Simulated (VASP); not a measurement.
OSZICAR of a VASP run on TaC:

OSZICAR:
```
...
DAV:  14    -0.138397869337E+03    0.26683E-02   -0.26398E-02  2048   0.874E-01    0.122E-01
DAV:  15    -0.138398181865E+03   -0.31253E-03   -0.24496E-03  1954   0.205E-01    0.625E-02
DAV:  16    -0.138398687768E+03   -0.50590E-03   -0.81312E-04  2000   0.110E-01    0.407E-02
DAV:  17    -0.138399335418E+03   -0.64765E-03   -0.72718E-04  2050   0.987E-02    0.431E-02
DAV:  18    -0.138399663691E+03   -0.32827E-03   -0.45253E-04  1954   0.120E-01    0.236E-02
DAV:  19    -0.138399933290E+03   -0.26960E-03   -0.12896E-04  1738   0.437E-02    0.195E-02
DAV:  20    -0.138400091550E+03   -0.15826E-03   -0.11326E-04  1834   0.429E-02    0.748E-03
DAV:  21    -0.138400146633E+03   -0.55084E-04   -0.15801E-05  1340   0.203E-02    0.575E-03
DAV:  22    -0.138400188896E+03   -0.42262E-04   -0.12006E-05  1260   0.145E-02    0.251E-03
DAV:  23    -0.138400205247E+03   -0.16352E-04   -0.47000E-06  1226   0.658E-03    0.178E-03
DAV:  24    -0.138400219078E+03   -0.13831E-04   -0.22801E-06  1206   0.396E-03    0.117E-03
DAV:  25    -0.138400243181E+03   -0.24103E-04   -0.17380E-06  1156   0.356E-03    0.125E-03
DAV:  26    -0.138400252648E+03   -0.94671E-05   -0.86563E-07  1108   0.256E-03
   1 F= -.13840025E+03 E0= -.13840137E+03  d E =-.138400E+03
       N       E                     dE             d eps       ncg     rms          rms(c)
DAV:   1    -0.137505092277E+03    0.89515E+00   -0.18782E+02  1620   0.732E+01    0.513E+00
DAV:   2    -0.138973841374E+03   -0.14687E+01   -0.16829E+01  1876   0.201E+01    0.278E+00
DAV:   3    -0.139087486878E+03   -0.11365E+00   -0.20835E+00  2010   0.789E+00    0.179E+00
DAV:   4    -0.138944325770E+03    0.14316E+00   -0.14892E+00  2032   0.739E+00    0.887E-01
DAV:   5    -0.138922533308E+03    0.21792E-01   -0.25214E-01  2032   0.255E+00    0.385E-01
DAV:   6    -0.138921446763E+03    0.10865E-02   -0.36447E-02  1984   0.121E+00    0.232E-01
DAV:   7    -0.138921462402E+03   -0.15639E-04   -0.52204E-03  2042   0.351E-01    0.114E-01
DAV:   8    -0.138921428749E+03    0.33653E-04   -0.78964E-04  2048   0.144E-01    0.462E-02
DAV:   9    -0.138921411552E+03    0.17197E-04   -0.35300E-04  2138   0.106E-01    0.265E-02
DAV:  10    -0.138921415663E+03   -0.41108E-05   -0.46781E-05  1680   0.420E-02
   2 F= -.13892142E+03 E0= -.13892151E+03  d E =-.521163E+00
       N       E                     dE             d eps       ncg     rms          rms(c)
DAV:   1    -0.138914740100E+03    0.66715E-02   -0.51688E+00  1620   0.119E+01    0.821E-01
DAV:   2    -0.138961418572E+03   -0.46678E-01   -0.53576E-01  2014   0.356E+00    0.614E-01
DAV:   3    -0.138953430131E+03    0.79884E-02   -0.16228E-01  2052   0.263E+00    0.446E-01
DAV:   4    -0.138949848621E+03    0.35815E-02   -0.36232E-02  2058   0.107E+00    0.167E-01
DAV:   5    -0.138949421298E+03    0.42732E-03   -0.78604E-03  1994   0.575E-01    0.851E-02
DAV:   6    -0.138949345124E+03    0.76174E-04   -0.12416E-03  1972   0.232E-01    0.360E-02
DAV:   7    -0.138949331861E+03    0.13262E-04   -0.15676E-04  2170   0.553E-02    0.187E-02
DAV:   8    -0.138949329955E+03    0.19059E-05   -0.22527E-05  1520   0.273E-02
   3 F= -.13894933E+03 E0= -.13895005E+03  d E =-.549077E+00
       N       E                     dE             d eps       ncg     rms          rms(c)
DAV:   1    -0.138923954418E+03    0.25377E-01   -0.10731E+01  1626   0.174E+01    0.660E-01
DAV:   2    -0.138984398359E+03   -0.60444E-01   -0.67588E-01  1688   0.438E+00    0.347E-01
DAV:   3    -0.138985121602E+03   -0.72324E-03   -0.31759E-02  2032   0.103E+00    0.222E-01
DAV:   4    -0.138984643490E+03    0.47811E-03   -0.25238E-02  2104   0.971E-01    0.144E-01
DAV:   5    -0.138983763707E+03    0.87978E-03   -0.65511E-03  2056   0.510E-01    0.547E-02
DAV:   6    -0.138983782334E+03   -0.18627E-04   -0.52567E-04  2058   0.104E-01    0.221E-02
DAV:   7    -0.138983776183E+03    0.61513E-05   -0.72510E-05  1802   0.468E-02
   4 F= -.13898378E+03 E0= -.13898408E+03  d E =-.344462E-01
       N       E                     dE             d eps       ncg     rms          rms(c)
DAV:   1    -0.138983484583E+03    0.29775E-03   -0.10910E-01  1626   0.175E+00    0.676E-02
DAV:   2    -0.138984101866E+03   -0.61728E-03   -0.69134E-03  1736   0.447E-01    0.374E-02
DAV:   3    -0.138984120246E+03   -0.18380E-04   -0.46722E-04  2036   0.129E-01    0.267E-02
DAV:   4    -0.138984099007E+03    0.21238E-04   -0.31672E-04  1804   0.114E-01    0.139E-02
DAV:   5    -0.138984095422E+03    0.35858E-05   -0.53451E-05  1646   0.436E-02
   5 F= -.13898410E+03 E0= -.13898435E+03  d E =-.347655E-01
       N       E                     dE             d eps       ncg     rms          rms(c)
DAV:   1    -0.138984588716E+03   -0.48971E-03   -0.45955E-01  1620   0.351E+00    0.170E-01
DAV:   2    -0.138986245023E+03   -0.16563E-02   -0.20419E-02  1664   0.728E-01    0.927E-02
DAV:   3    -0.138986227802E+03    0.17222E-04   -0.11855E-03  2080   0.198E-01    0.468E-02
DAV:   4    -0.138986261423E+03   -0.33622E-04   -0.11445E-03  2040   0.202E-01    0.309E-02
DAV:   5    -0.138986196386E+03    0.65037E-04   -0.51149E-04  1856   0.143E-01    0.120E-02
DAV:   6    -0.138986195996E+03    0.39019E-06   -0.28409E-05  1516   0.337E-02
   6 F= -.13898620E+03 E0= -.13898654E+03  d E =-.210057E-02
       N       E                     dE             d eps       ncg     rms          rms(c)
DAV:   1    -0.138986158068E+03    0.38318E-04   -0.57364E-02  1620   0.124E+00    0.608E-02
DAV:   2    -0.138986368762E+03   -0.21069E-03   -0.25833E-03  1676   0.258E-01    0.335E-02
DAV:   3    -0.138986367157E+03    0.16053E-05   -0.14457E-04  2056   0.687E-02    0.169E-02
DAV:   4    -0.138986371473E+03   -0.43160E-05   -0.12707E-04  1690   0.672E-02    0.106E-02
DAV:   5    -0.138986364664E+03    0.68095E-05   -0.62566E-05  1432   0.500E-02
   7 F= -.13898636E+03 E0= -.13898676E+03  d E =-.226924E-02
       N       E                     dE             d eps       ncg     rms          rms(c)
DAV:   1    -0.138986051780E+03    0.31969E-03   -0.30024E-01  1620   0.297E+00    0.112E-01
DAV:   2    -0.138987565883E+03   -0.15141E-02   -0.17997E-02  1638   0.751E-01    0.590E-02
DAV:   3    -0.138987634377E+03   -0.68494E-04   -0.25409E-03  2152   0.324E-01    0.506E-02
DAV:   4    -0.138987519861E+03    0.11452E-03   -0.86424E-04  2186   0.180E-01    0.190E-02
DAV:   5    -0.138987522588E+03   -0.27270E-05   -0.69304E-05  1792   0.497E-02
   8 F= -.13898752E+03 E0= -.13898804E+03  d E =-.115792E-02
       N       E                     dE             d eps       ncg     rms          rms(c)
DAV:   1    -0.138981664222E+03    0.58556E-02   -0.13899E+00  1620   0.639E+00    0.243E-01
DAV:   2    -0.138988654091E+03   -0.69899E-02   -0.82981E-02  1632   0.161E+00    0.127E-01
DAV:   3    -0.138989001654E+03   -0.34756E-03   -0.10784E-02  2152   0.671E-01    0.107E-01
DAV:   4    -0.138988500421E+03    0.50123E-03   -0.40490E-03  2200   0.389E-01    0.406E-02
DAV:   5    -0.138988505441E+03   -0.50199E-05   -0.33145E-04  1922   0.110E-01    0.181E-02
DAV:   6    -0.138988504728E+03    0.71304E-06   -0.49619E-05  1792   0.355E-02
   9 F= -.13898850E+03 E0= -.13898927E+03  d E =-.214006E-02
       N       E                     dE             d eps       ncg     rms          rms(c)
DAV:   1    -0.138986503174E+03    0.20023E-02   -0.56243E-01  1620   0.381E+00    0.179E-01
DAV:   2    -0.138989178848E+03   -0.26757E-02   -0.30194E-02  1620   0.883E-01    0.975E-02
DAV:   3    -0.138989158389E+03    0.20458E-04   -0.84111E-04  1992   0.157E-01    0.466E-02
DAV:   4    -0.138989172378E+03   -0.13989E-04   -0.28103E-04  1916   0.988E-02    0.214E-02
DAV:   5    -0.138989169320E+03    0.30587E-05   -0.23561E-04  1808   0.947E-02    0.137E-02
DAV:   6    -0.138989161627E+03    0.76930E-05   -0.64907E-05  1538   0.540E-02
  10 F= -.13898916E+03 E0= -.13898994E+03  d E =-.656898E-03
       N       E                     dE             d eps       ncg     rms          rms(c)
DAV:   1    -0.138989162386E+03    0.69335E-05   -0.12483E-04  1704   0.569E-02    0.405E-03
DAV:   2    -0.138989163377E+03   -0.99103E-06   -0.71208E-06  1076   0.141E-02    0.196E-03
DAV:   3    -0.138989163841E+03   -0.46368E-06   -0.17004E-06   924   0.796E-03    0.131E-03
DAV:   4    -0.138989164074E+03   -0.23346E-06   -0.81937E-07   894   0.625E-03
  11 F= -.13898916E+03 E0= -.13898995E+03  d E =-.659346E-03
       N       E                     dE             d eps       ncg     rms          rms(c)
DAV:   1    -0.138988764686E+03    0.39915E-03   -0.22072E-01  1620   0.221E+00    0.105E-01
DAV:   2    -0.138989299694E+03   -0.53501E-03   -0.74037E-03  1986   0.457E-01    0.654E-02
DAV:   3    -0.138989295253E+03    0.44417E-05   -0.19225E-03  2104   0.288E-01    0.496E-02
DAV:   4    -0.138989205581E+03    0.89671E-04   -0.70670E-04  1986   0.165E-01    0.200E-02
DAV:   5    -0.138989205691E+03   -0.10983E-06   -0.83358E-05  1658   0.486E-02
  12 F= -.13898921E+03 E0= -.13899001E+03  d E =-.416167E-04
       N       E                     dE             d eps       ncg     rms          rms(c)
DAV:   1    -0.138989255561E+03   -0.49980E-04   -0.50707E-02  1620   0.106E+00    0.505E-02
DAV:   2    -0.138989375770E+03   -0.12021E-03   -0.16963E-03  2002   0.218E-01    0.311E-02
DAV:   3    -0.138989371907E+03    0.38631E-05   -0.44551E-04  2112   0.137E-01    0.234E-02
DAV:   4    -0.138989351391E+03    0.20516E-04   -0.16177E-04  1680   0.795E-02    0.943E-03
DAV:   5    -0.138989351083E+03    0.30859E-06   -0.19755E-05  1284   0.241E-02
  13 F= -.13898935E+03 E0= -.13899015E+03  d E =-.187008E-03
```

Question: Which electronic solver shows in the log?

Answer: It is blocked Davidson (ALGO = Normal, or the opening steps of other solvers). The INCAR had ALGO = Normal.

Question: Can the final energy be trusted as converged?

Answer: Self-consistency was reached. It stopped with EDIFF = 1E-5, NELM = 100, NSW = 50 and EDIFFG = -0.03 after 13 ionic steps (PBEsol GGA, plane waves, VASP's PBE PAW potentials (set 64)).

The cell is a thin slab with vacuum, built from TaC (rock salt): (100) face.
